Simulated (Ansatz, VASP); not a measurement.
## Cross-check of Pd (Pd wire along [110], 4 atoms a period) between VASP and Ansatz

Wanted: the spread between two codes on one cell, functional and k mesh. Of the first pair: The structure shown is the start of the Ansatz relaxation below; VASP solves that cell, so the two are compared at the walk's first step.

Calculated with Ansatz 0.2.0; plane waves, with VASP 6.6.1 beside it; single point at PBE.

## Step 1: Set-up

The cell holds 4 atoms: 4 Pd. Cell: a = 10.740 Å, b = 9.586 Å, c = 2.786 Å, α = 90.0°, β = 90.0°, γ = 90.0°. Vacuum lies along a and b. The structure's axis is c.

## Step 2: Ansatz: relaxation, PBE

Ansatz runs on its PAW soft_1 files.

The two programs are compared at the cell with which this relaxation starts, whose forces are those of its first step.

The input, input.yaml:

```yaml
crystal:
  lattice:
    - [10.74, 0.0, 0.0]
    - [0.0, 9.586, 0.0]
    - [0.0, 0.0, 2.7860007179]
  atoms:
    - { symbol: Pd, position: [0.316573557, 0.500000037, 0.0] }
    - { symbol: Pd, position: [0.683426443, 0.500000037, 0.0] }
    - { symbol: Pd, position: [0.5, 0.354683914, 0.5] }
    - { symbol: Pd, position: [0.5, 0.645316161, 0.5] }
kpoints:
  mp_grid: { grid: [1, 1, 29] }
scf:
  occupations: { method: fermi_dirac, width: 0.05 }
hamiltonian:
  xc: pbe
  pseudopotentials: { kind: paw, azcp: { folder: soft_1 } }
relax:
  cell: { fix: [a, b, alpha, beta, gamma] }
  max_steps: 45
  f_tol: 0.03
```

Run with:

```
$ ansatz run input.yaml --threads 4 --pin off --max-ram 16384MiB --backend cpu --events-out ev --progress --plain --runs-dir out
```

Numbers of over 12 decimals in the logs are rounded to 6 here.

The program printed:

```text
Engine: ansatz 0.2.0, aarch64-unknown-linux-gnu
Pseudopotentials: kind: paw
Pseudopotential: Pd, paw, valence charge 18, recommended cutoff 420 eV (normal), soft_1/Pd.paw.azcp
Functional definition: PBE
  parameter kappa = 0.804
  parameter beta = 0.066725
  exchange = pbe_x(kappa = kappa, mu = beta*pi^2/3)
  correlation = pbe_c(beta = beta)
Crystal: 4 atoms, lattice volume = 286.829 Å³
Basis set: ecut = 420 eV, 5643 PW (Γ), exchange–correlation on 144×144×40 points (8 copies of the dense FFT grid, shifted against one another)
Bands: 44, of which v1, the nominal top of the filled ones, is band 36 counted from 1 (35 counted from 0)
Symmetry: 8 space group operations
Space group: Pmmm (ITA 47), of the structure as read, at distance tolerance 6.6e-5 Å
k-points: 15 of 29
Non-local potential: Pd, projectors of the file, l = 0: 2, l = 1: 2, l = 2: 2, l = 3: 1
PAW form: soft (Blöchl's): semilocal exchange-correlation on the pseudo side does not see the compensation charge
PAW one-centre angular grid: Pd, 590 points (default); XC on 64 Gauss nodes
Initial density: superposition of atomic densities (neutral atoms: chi_scale 0, normalization atom)
Initial wavefunctions: pseudopotential atomic-orbital guess
Functional: x = pbe(κ = 0.804, μ = 0.219515), c = pbe(β = 0.066725)
SCF iter   1: F=—  HF=-27890.156985 eV  |F-HF|=—  |Δ(HF+E_count)|=         —  Δρ=7.01e-2  dr2=1.71e1  ethr=3.10e-3  ⟨swp⟩=6.9  Hψ=2639  notcnv=0  defer=3
preconditioner: auto → LDOS  [metal: Δε(μ)=0.040 eV  Ē_g=4.485 eV  σ=0.050 eV  W_gap=0.19  n_scr=36 (ndim 8)  ℏωp=13.9 eV  f_vac=0.671  D(μ)=12.40/eV (n_scr^D=106)  β→1.0]
SCF iter   2: F=—  HF=-27889.583152 eV  |F-HF|=—  |Δ(HF+E_count)|=   5.74e-1  Δρ=6.29e-2  dr2=1.12e1  ethr=3.10e-3  ⟨swp⟩=3.9  Hψ=1837  notcnv=0  defer=21
SCF iter   3: F=—  HF=-27886.838369 eV  |F-HF|=—  |Δ(HF+E_count)|=    2.74e0  Δρ=9.33e-3  dr2=2.98e-1  ethr=3.10e-3  ⟨swp⟩=3.0  Hψ=1613  notcnv=0  defer=30
SCF iter   4: F=—  HF=-27886.860340 eV  |F-HF|=—  |Δ(HF+E_count)|=   2.20e-2  Δρ=4.66e-3  dr2=1.67e-1  ethr=4.13e-4  ⟨swp⟩=2.7  Hψ=1188  notcnv=0  defer=29
SCF iter   5: F=—  HF=-27886.852028 eV  |F-HF|=—  |Δ(HF+E_count)|=   8.31e-3  Δρ=2.36e-3  dr2=3.36e-2  ethr=2.32e-4  ⟨swp⟩=2.6  Hψ=928  notcnv=0  defer=29
SCF iter   6: F=—  HF=-27886.852475 eV  |F-HF|=—  |Δ(HF+E_count)|=   4.47e-4  Δρ=1.01e-3  dr2=5.21e-3  ethr=4.67e-5  ⟨swp⟩=2.0  Hψ=686  notcnv=0  defer=29
SCF iter   7: F=—  HF=-27886.852060 eV  |F-HF|=—  |Δ(HF+E_count)|=   4.15e-4  Δρ=5.62e-4  dr2=1.76e-3  ethr=7.23e-6  ⟨swp⟩=1.9  Hψ=719  notcnv=0  defer=29
SCF iter   8: F=—  HF=-27886.852090 eV  |F-HF|=—  |Δ(HF+E_count)|=   2.92e-5  Δρ=1.96e-4  dr2=1.23e-4  ethr=2.45e-6  ⟨swp⟩=2.0  Hψ=715  notcnv=0  defer=29
SCF iter   9: F=—  HF=-27886.852128 eV  |F-HF|=—  |Δ(HF+E_count)|=   3.88e-5  Δρ=5.27e-5  dr2=1.00e-5  ethr=1.71e-7  ⟨swp⟩=2.0  Hψ=906  notcnv=0  defer=29
SCF iter  10: F=—  HF=-27886.852202 eV  |F-HF|=—  |Δ(HF+E_count)|=   7.34e-5  Δρ=1.02e-5  dr2=2.26e-7  ethr=1.39e-8  ⟨swp⟩=2.1  Hψ=876  notcnv=0  defer=29
SCF iter  11: F=-27886.852202 eV  HF=-27886.852202 eV  |F-HF|=5.86e-9  |Δ(HF+E_count)|=   3.68e-7  Δρ=4.11e-6  dr2=4.80e-8  ethr=1.39e-10  ⟨swp⟩=5.0  Hψ=2417  notcnv=0
SCF 1 converged in 11 iterations: F = -27886.852202 eV  dr2 = 4.80e-8
  greatest PAW one-centre occupation: 0.999 electrons in one spin orbital (limit 2), on the Pd atom at site 1 (counted from 0), in its partial waves of l = 0
relax step   1: F+E_penalty+E_count = -27886.85220215 eV  Δ(F+E_penalty+E_count) = +0.000e0 eV  max|allowed force component| = 5.833e-1 eV/Å  Δτ_max = 0.0000 Å  P = -1.949 GPa  Ω = 286.829 Å³  fix = [a, b, alpha, beta, gamma]  reactions: a -1.301, b -0.810 GPa  (11 SCF iters, dr2 threshold 1.00e-7 eV, accepted)
[...]
relax step   3: F+E_penalty+E_count = -27887.11405396 eV  Δ(F+E_penalty+E_count) = -8.722e-2 eV  max|allowed force component| = 7.523e-2 eV/Å  Δτ_max = 0.0636 Å  P = -0.083 GPa  Ω = 270.583 Å³  energy of the carried Pulay correction = +1.330e-3 eV  fix = [a, b, alpha, beta, gamma]  reactions: a +0.175, b +0.060 GPa  (8 SCF iters, dr2 threshold 4.00e-7 eV, accepted)
[...]
relax step   4: F+E_penalty+E_count = -27887.11941713 eV  Δ(F+E_penalty+E_count) = -5.363e-3 eV  max|allowed force component| = 2.384e-2 eV/Å  Δτ_max = 0.0183 Å  P = +0.047 GPa  Ω = 267.799 Å³  energy of the carried Pulay correction = +1.566e-3 eV  fix = [a, b, alpha, beta, gamma]  reactions: a +0.060, b -0.048 GPa  (7 SCF iters, dr2 threshold 4.00e-7 eV, accepted)
[...]
relax step   5: F+E_penalty+E_count = -27887.12005256 eV  Δ(F+E_penalty+E_count) = -6.354e-4 eV  max|allowed force component| = 3.567e-3 eV/Å  Δτ_max = 0.0123 Å  P = -0.007 GPa  Ω = 268.098 Å³  energy of the carried Pulay correction = +1.541e-3 eV  fix = [a, b, alpha, beta, gamma]  reactions: a +0.003, b -0.020 GPa  (7 SCF iters, dr2 threshold 4.05e-8 eV, accepted)
[...]
relax step   6: F+E_penalty+E_count = -27887.11727867 eV  Δ(F+E_penalty+E_count) = +2.774e-3 eV  max|allowed force component| = 2.983e-3 eV/Å  Δτ_max = 0.0000 Å  P = +0.002 GPa  Ω = 268.098 Å³  fix = [a, b, alpha, beta, gamma]  reactions: a +0.009, b -0.016 GPa  stress off target by 1.41e-2 GPa on what of the cell is left free  SCF on the basis re-selected at this cell (its energy is not comparable with the rows above)  (8 SCF iters)
basis re-selected at this cell: Δ(F+E_penalty+E_count) = +2.774e-3 eV, ΔP = +0.009 GPa vs the last step (what re-selecting the basis moved, of the pressure what is left beyond the Pulay correction that the steps carried, after the strain that the cell walked since its last selection, with what the two solves' SCF thresholds leave and, on support functions, any second-order correction that the steps lacked; it is no measure of the basis error at this ecutwfc). The dense FFT grid was sized anew with the basis: this SCF ran on 72×72×18 points, the steps before it on 72×72×20, so part of this shift can come from that change (see relax.cell in the input reference). [rest of the remark cut]
SCF converged after 8 iterations
Free energy (F): -27887.117279 eV
Harris-Foulkes:  -27887.117279 eV  (|F-HF|=3.64e-12)
Internal energy: -27887.054159 eV  (E = F + TS)
E sigma→0 (E₀):  -27887.085719 eV
Entropy (-TS):   -0.063120 eV (-15.780 meV/atom)
Fermi energy:    0.583442 eV
--- Per-component energies (eV) ---
  E_band       = -1882.444985
  E_kinetic    = 1798.999768
  E_local      = -33222.200613  (includes V_loc(G=0)·N_el)
  E_nonlocal   = 1488.095934
  E_hartree    = 15230.531202
  E_xc         = -548.399111
  E_vxc        = -692.440947  (∫ρ·V_xc dr)
  E_paw        = -15248.976451  (= ΣΔE_a)
  E_vpaw       = -1715.962470  (= ΣTr[D̂ρ^β])
  E_aug_tail   = 0.000933  (compensation charges beyond the density's cutoff)
  E_ewald      = 2614.894178
  E_smearing   = -0.063120  (= −TS)
  E_closure    = 0.000000  (closes the sum)
  Σ components = -27887.117279   (vs F -27887.117279, Δ=0.00e0)
--- Forces (eV/Å), atoms counted from 1 ---
  atom   1  Pd    -0.00003313     0.00000000     0.00000000
  atom   2  Pd     0.00003313    -0.00000000    -0.00000000
  atom   3  Pd    -0.00000000     0.00298319     0.00000000
  atom   4  Pd     0.00000000    -0.00298319    -0.00000000
  max |Σ_I F_I| component: 4.34e-19 eV/Å
--- Stress (GPa, compression-positive) ---
        0.008604       0.000000      -0.000000
        0.000000      -0.016037      -0.000000
       -0.000000      -0.000000       0.014093
  P = ⅓ Tr σ = 0.0022 GPa (0.022 kbar)
--- Relaxed structure (5 steps of the walk, 5 accepted, 1 SCFs on fresh bases) ---
  F+E_penalty+E_count = -27887.11727867 eV   max|allowed force component| = 2.983e-3 eV/Å   (the final SCF, on the basis selected at the relaxed cell)
  cell:  # Å, volume = 268.0984 Å³
    - [10.74, 0, 0]
    - [0, 9.586, 0]
    - [0, 0, 2.604069]
  atoms:
    - { symbol: Pd, position: [0.317040, 0.5, 0] }
    - { symbol: Pd, position: [0.682960, 0.5, 0] }
    - { symbol: Pd, position: [0.5, 0.356448, 0.5] }
    - { symbol: Pd, position: [0.5, 0.643552, 0.5] }
```

## Step 3: VASP: single point, PBE, start cell, pair 1

The same cell, functional, mesh and smearing now go to VASP, with its own data sets.

Lines of VASP's logs that name or quote its potential files are left out, and so is its time.

The input, INCAR:

```
SYSTEM = Pd
PREC = Accurate
ENCUT = 400
EDIFF = 1E-06
NELM = 120
ISMEAR = -1
SIGMA = 0.05
LREAL = .FALSE.
ALGO = Normal
GGA = PE
NBANDS = 26
LASPH = .TRUE.
LORBIT = 11
LWAVE = .FALSE.
LCHARG = .FALSE.
ISIF = 2
GGA_COMPAT = .FALSE.
```

The input, POSCAR:

```
Pd
1.0
   10.7400000000      0.0000000000      0.0000000000
    0.0000000000      9.5860000000      0.0000000000
    0.0000000000      0.0000000000      2.7860010000
Pd
4
Direct
    0.3165735568      0.5000000000      0.0000000000
    0.6834264432      0.5000000000      0.0000000000
    0.5000000000      0.3546839140      0.5000000000
    0.5000000000      0.6453160860      0.5000000000
```

The input, KPOINTS:

```
Automatic mesh
0
Gamma
1 1 29
0 0 0
```

Potentials, in the order of the species: Pd (PBE family, release 64).

Run with:

```
$ mpirun -np 1 vasp_std
```

The program printed:

```text
[banner, memory and clock lines left out]
running    1 mpi-ranks, on    1 nodes
 distrk:  each k-point on    1 cores,    1 groups
 distr:  one band on    1 cores,    1 groups

 POSCAR found type information on POSCAR Pd
 POSCAR found :  1 types and       4 ions
 LDA part: xc-table for (Slater+PW92), standard interpolation
 POSCAR, INCAR and KPOINTS ok, starting setup
 FFT: planning ... GRIDC
 FFT: planning ... GRID_SOFT
 FFT: planning ... GRID
 WAVECAR not read
 entering main loop
       N       E                     dE             d eps       ncg     rms          rms(c)
DAV:   1     0.214929297323E+03    0.21493E+03   -0.13668E+04   788   0.988E+02
DAV:   2    -0.187001436539E+01   -0.21680E+03   -0.20374E+03  1042   0.209E+02
DAV:   3    -0.167353111978E+02   -0.14865E+02   -0.14082E+02   924   0.547E+01
DAV:   4    -0.171059946090E+02   -0.37068E+00   -0.36325E+00   874   0.911E+00
DAV:   5    -0.171151652395E+02   -0.91706E-02   -0.91637E-02   912   0.145E+00    0.767E+00
DAV:   6    -0.162728671517E+02    0.84230E+00   -0.21802E+00   790   0.685E+00    0.363E+00
DAV:   7    -0.163225078024E+02   -0.49641E-01   -0.13015E+00   788   0.843E+00    0.436E+00
DAV:   8    -0.161322839570E+02    0.19022E+00   -0.10896E+00   796   0.885E+00    0.126E+00
DAV:   9    -0.161068005375E+02    0.25483E-01   -0.54408E-02   782   0.181E+00    0.294E-01
DAV:  10    -0.161018039835E+02    0.49966E-02   -0.58534E-03   834   0.391E-01    0.169E-01
DAV:  11    -0.161023488921E+02   -0.54491E-03   -0.22250E-03   786   0.274E-01    0.806E-02
DAV:  12    -0.161035332607E+02   -0.11844E-02   -0.17588E-03   788   0.225E-01    0.522E-02
DAV:  13    -0.161050155222E+02   -0.14823E-02   -0.24756E-04   812   0.744E-02    0.298E-02
DAV:  14    -0.161060676191E+02   -0.10521E-02   -0.72488E-05   790   0.443E-02    0.158E-02
DAV:  15    -0.161065145526E+02   -0.44693E-03   -0.22092E-05   854   0.218E-02    0.947E-03
DAV:  16    -0.161066932345E+02   -0.17868E-03   -0.23030E-05   788   0.179E-02    0.522E-03
DAV:  17    -0.161067074976E+02   -0.14263E-04   -0.33023E-06   690   0.863E-03    0.185E-03
DAV:  18    -0.161067132058E+02   -0.57082E-05   -0.16848E-06   636   0.435E-03    0.104E-03
DAV:  19    -0.161067133451E+02   -0.13936E-06   -0.11717E-07   536   0.174E-03
   1 F= -.16106713E+02 E0= -.16054186E+02  d E =-.105055E+00
```

Parts of OUTCAR (step 3):

```text
ion  position               nearest neighbor table
   1  0.317  0.500  0.000-   3 2.79   4 2.79   3 2.79   4 2.79
   2  0.683  0.500  0.000-   3 2.79   4 2.79   3 2.79   4 2.79
   3  0.500  0.355  0.500-   4 2.79   2 2.79   1 2.79   1 2.79   2 2.79
   4  0.500  0.645  0.500-   3 2.79   2 2.79   1 2.79   1 2.79   2 2.79

  LATTYP: Found a simple orthorhombic cell.
 ALAT       =     2.7860010000
 B/A-ratio  =     3.4407740701
 C/A-ratio  =     3.8549878482

 Subroutine GETGRP returns: Found  8 space group operations
 (whereof  8 operations were pure point group operations)

The static configuration has the point symmetry D_2h.

 Found     15 irreducible k-points:

   k-points           NKPTS =     15   k-points in BZ     NKDIM =     15   number of bands    NBANDS=     26

   dimension x,y,z NGX =    70 NGY =   64 NGZ =   18
   dimension x,y,z NGXF=   140 NGYF=  128 NGZF=   36

   ENCUT  =  400.0 eV  29.40 Ry    5.42 a.u.  17.51 15.63  4.54*2*pi/ulx,y,z

   NELECT =      40.0000    total number of electrons

 k-points in reciprocal lattice and weights: Automatic mesh
   0.00000000  0.00000000  0.00000000       0.034
   0.00000000  0.00000000  0.03448276       0.069
   0.00000000  0.00000000  0.06896552       0.069
   0.00000000  0.00000000  0.10344828       0.069
   0.00000000  0.00000000  0.13793103       0.069
   0.00000000  0.00000000  0.17241379       0.069
   0.00000000  0.00000000  0.20689655       0.069
   0.00000000  0.00000000  0.24137931       0.069
   0.00000000  0.00000000  0.27586207       0.069
[...]
0.00000000  0.00000000  0.44827586       0.069
   0.00000000  0.00000000  0.48275862       0.069

 average (electrostatic) potential at core
       1 -81.1527       2 -81.1527       3 -81.3066       4 -81.3066

 E-fermi :  -1.7994

 k-point     1 :       0.0000    0.0000    0.0000
  band No.  band energies     occupation
    ...
     16      -2.3889      1.99998
     17      -2.3369      1.99996
     18      -1.8833      1.68532
     19      -1.8697      1.60659
     20      -1.7984      0.99042
     21      -1.6679      0.13462
     22      -1.6328      0.06904
     23      -1.2767      0.00006
     24      -0.0870      0.00000
     25       0.7793      0.00000
    ...

 k-point     2 :       0.0000    0.0000    0.0345
  band No.  band energies     occupation
    ...
     16      -2.3702      1.99998
     17      -2.2859      1.99988
     18      -1.8986      1.75813
     19      -1.8395      1.38063
     20      -1.8340      1.33324
     21      -1.6838      0.18038
     22      -1.6741      0.15086
     23      -1.2389      0.00003
     24      -0.0461      0.00000
     25       0.8191      0.00000
    ...

 k-point     3 :       0.0000    0.0000    0.0690
  band No.  band energies     occupation
    ...
     17      -2.2367      1.99968
     18      -1.9372      1.88055
     19      -1.9254      1.85113
     20      -1.7830      0.83713
     21      -1.7793      0.80225
     22      -1.6985      0.23465
     23      -1.1337      0.00000
     24       0.0661      0.00000
     25       0.9356      0.00000
     26       1.0643      0.00000

  Total       -2.5888113     -1.7094890     -6.9056465      0.0000000     -0.0000000      0.0000000
  in kB      -14.4606564     -9.5489126    -38.5737581      0.0000000     -0.0000000      0.0000000
  external PRESSURE =     -20.8611090 kB  Pullay stress =       0.0000000 kB

  energy-cutoff  :      400.00
  volume of cell :      286.83
      direct lattice vectors                 reciprocal lattice vectors
    10.740000000  0.000000000  0.000000000     0.093109870  0.000000000  0.000000000
     0.000000000  9.586000000  0.000000000     0.000000000  0.104318798  0.000000000
     0.000000000  0.000000000  2.786001000     0.000000000  0.000000000  0.358937416

 POSITION                                       TOTAL-FORCE (eV/Angst)
 -----------------------------------------------------------------------------------
      3.40000      4.79300      0.00000         0.595182     -0.000000      0.000000
      7.34000      4.79300      0.00000        -0.595182     -0.000000     -0.000000
      5.37000      3.40000      1.39300         0.000000      0.527029      0.000000
      5.37000      6.18600      1.39300         0.000000     -0.527029     -0.000000
 -----------------------------------------------------------------------------------
    total drift:                                0.000000      0.000000     -0.000000

  FREE ENERGIE OF THE ION-ELECTRON SYSTEM (eV)
  ---------------------------------------------------
  free  energy   TOTEN  =       -16.1067133451 eV

  energy  without entropy=      -16.0016586556  energy(sigma->0) =      -16.05418600

 total charge
# of ion       s       p       d       tot
------------------------------------------
    1        0.393   0.202   8.567   9.161
    2        0.393   0.202   8.567   9.161
    3        0.394   0.244   8.532   9.170
    4        0.394   0.244   8.532   9.170
--------------------------------------------------
tot          1.574   0.890  34.198  36.662

[... 3 further parts left out ...]
```

(Continued in part 2 of 2.)

[Lines on the potential files, build, host, timing and source positions are cut from VASP's logs without a mark.]

[Logs are printed without paths, hosts, clocks, repeated set-up lines and the standing remarks that a program may print on its own settings, such as how far it seeks lower states.]

[Hosts, paths, dates, database ids (printed as entryN), source tags and the programs' standing remarks are cut or masked in the printed files.]
